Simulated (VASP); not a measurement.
Here is the system:

```
CELL_PARAMETERS angstrom
      0.00000     2.75294     2.75294
      2.75294     0.00000     2.75294
      2.75294     2.75294     0.00000
ATOMIC_POSITIONS crystal
  Ga 0.00000 0.00000 0.00000
  P  0.25000 0.25000 0.25000
```

The numbers are results of B3LYP hybrid, VASP's PBE PAW potentials (set 64) (plane waves; VASP), not measurements. Run with 520 eV cut-off, 6×6×6 Γ-centred mesh, Gaussian smearing of 0.050 eV, potentials Ga_d P.

Give the stress tensor in GPa (positive for a compressed cell).

```
1.15  0.00  0.00
0.00  1.15  0.00
0.00  0.00  1.15
```
The pressure is its mean diagonal, 1.15 GPa.

The compound is GaP in the zinc blende structure. It was relaxed first. The cell's shape comes from a PBE relaxation.
